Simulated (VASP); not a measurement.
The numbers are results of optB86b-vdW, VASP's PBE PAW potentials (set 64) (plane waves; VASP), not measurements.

Input for VASP

**KPOINTS**
```
k-points along high-symmetry lines
15
Line-mode
Reciprocal
  0.000000   0.000000   0.000000 ! GAMMA
  0.500000   0.000000   0.500000 ! X

  0.500000   0.000000   0.500000 ! X
  0.625000   0.250000   0.625000 ! U

  0.375000   0.375000   0.750000 ! K
  0.000000   0.000000   0.000000 ! GAMMA

  0.000000   0.000000   0.000000 ! GAMMA
  0.500000   0.500000   0.500000 ! L

  0.500000   0.500000   0.500000 ! L
  0.500000   0.250000   0.750000 ! W

  0.500000   0.250000   0.750000 ! W
  0.500000   0.000000   0.500000 ! X
```

INCAR:
```
! general
SYSTEM    =  KBr
PREC      =  Accurate
ENCUT     =  520
LREAL     =  .False.
LASPH     =  .True.
ICHARG    =  11

! electronic loop
EDIFF     =  1E-7
NELM      =  100
ALGO      =  Normal
LMAXMIX   =  4

! smearing
ISMEAR    =  0
SIGMA     =  0.05

! functional
GGA       =  MK
LUSE_VDW  =  .True.
AGGAC     =  0.0
PARAM1    =  0.1234
PARAM2    =  1.0

! output
LWAVE     =  .False.
LCHARG    =  .False.
LORBIT    =  11
```

File POSCAR:
```
KBr
1
    0.0000000000     3.2867154813     3.2867154813
    3.2867154813     0.0000000000     3.2867154813
    3.2867154813     3.2867154813    -0.0000000000
K Br
1 1
Direct
  0.0000000000   0.0000000000   0.0000000000
  0.5000000000   0.5000000000   0.5000000000
```

POTCAR, in this order: K_sv Br (PBE.64 set). Program: vasp_std. Read from the step before: CHGCAR.

What VASP printed:

**OSZICAR**
```
       N       E                     dE             d eps       ncg     rms          rms(c)
DAV:   1     0.103998312562E+03    0.10400E+03   -0.70229E+03  2160   0.116E+03
DAV:   2     0.496100658894E+01   -0.99037E+02   -0.92183E+02  2564   0.265E+02
DAV:   3    -0.170751580903E+01   -0.66685E+01   -0.65948E+01  2824   0.626E+01
DAV:   4    -0.199818100407E+01   -0.29067E+00   -0.29031E+00  3776   0.112E+01
DAV:   5    -0.200122448576E+01   -0.30435E-02   -0.30433E-02  2772   0.102E+00
DAV:   6    -0.200127826575E+01   -0.53780E-04   -0.53779E-04  3156   0.110E-01
DAV:   7    -0.200127909818E+01   -0.83243E-06   -0.83248E-06  3068   0.141E-02
DAV:   8    -0.200127910573E+01   -0.75443E-08   -0.76071E-08  2280   0.159E-03
   1 F= -.20012791E+01 E0= -.20012791E+01  d E =-.137834E-10
```

OUTCAR:
```
 val. band max:       -1.7709202490   @ k =   0.0000   0.0000   0.0000

 cond. band min:       2.6239155140   @ k =   0.0000   0.0000   0.0000



 k-point     1 :       0.0000    0.0000    0.0000
  band No.  band energies     occupation
      1     -29.4414      2.00000
      2     -14.0900      2.00000
      3     -12.9784      2.00000
      4     -12.9784      2.00000
      5     -12.9784      2.00000
      6      -1.7709      2.00000
      7      -1.7709      2.00000
      8      -1.7709      2.00000
      9       2.6239      0.00000
     10       5.7756      0.00000
     11       5.7756      0.00000
     12       5.7756      0.00000

 k-point     2 :       0.0357    0.0000    0.0357
  band No.  band energies     occupation
      1     -29.4413      2.00000
      2     -14.0935      2.00000
      3     -12.9789      2.00000
      4     -12.9789      2.00000
      5     -12.9730      2.00000
      6      -1.8018      2.00000
      7      -1.7757      2.00000
      8      -1.7757      2.00000
      9       2.6708      0.00000
     10       5.7361      0.00000
     11       5.8089      0.00000
     12       5.8089      0.00000

 k-point     3 :       0.0714    0.0000    0.0714
  band No.  band energies     occupation
      1     -29.4410      2.00000
      2     -14.1029      2.00000
      3     -12.9803      2.00000
      4     -12.9803      2.00000
      5     -12.9582      2.00000
      6      -1.8875      2.00000
      7      -1.7897      2.00000
      8      -1.7897      2.00000
      9       2.8041      0.00000
     10       5.6261      0.00000
     11       5.9080      0.00000
     12       5.9080      0.00000

 k-point     4 :       0.1071    0.0000    0.1071
  band No.  band energies     occupation
      1     -29.4405      2.00000
      2     -14.1155      2.00000
      3     -12.9825      2.00000
      4     -12.9825      2.00000
      5     -12.9376      2.00000
      6      -2.0103      2.00000
      7      -1.8116      2.00000
...
```

The density is held fixed in this step, so its total energy and stress have no physical meaning.

The compound is KBr in the rock salt structure. It was relaxed first.
